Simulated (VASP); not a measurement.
Data:

```
NdN
1.0
    0.00000     2.56600     2.56600
    2.56600     0.00000     2.56600
    2.56600     2.56600     0.00000
N Nd
1 1
Direct
  0.00000   0.00000   0.00000
  0.50000   0.50000   0.50000
```

Method: PBEsol GGA, VASP's PBE PAW potentials (set 64) (plane waves; VASP). Run with 520 eV cut-off, 8×8×8 Γ-centred mesh, Gaussian smearing of 0.050 eV, potentials N Nd_3.

The 4f electrons are frozen in the core of the lanthanide potential, so 4f levels, which can set the real gap, and their magnetism are missing.

The ions, cell shape and volume are relaxed. Which structure does the run end with?

```
NdN
1.0
    0.00000     2.55393     2.55393
    2.55393     0.00000     2.55393
    2.55393     2.55393     0.00000
N Nd
1 1
Direct
  0.00000   0.00000   0.00000
  0.50000   0.50000   0.50000
```
Space group Fm-3m (225), at a tolerance of 0.03 Å.

How do energy and volume change from the first to the last step?

The energy (σ→0) changes by -1.5 meV/atom and the volume by -1.4 %, in 3 ionic steps.

```json
[
 {"step": "1", "E(σ→0) (eV)": "-16.6884", "max force (eV/Å)": "0.000", "pressure (GPa)": "-2.04", "volume (Å³)": "33.79"},
 {"step": "2", "E(σ→0) (eV)": "-16.6868", "max force (eV/Å)": "0.000", "pressure (GPa)": "2.59", "volume (Å³)": "32.75"},
 {"step": "3", "E(σ→0) (eV)": "-16.6914", "max force (eV/Å)": "0.000", "pressure (GPa)": "0.01", "volume (Å³)": "33.32"}
]
```

The structure comes from a measured NdN entry (Fm-3m) of the Crystallography Open Database, whose conditions weren't checked. This run relaxes it. Symmetry was kept, so distortions that lower it aren't found.
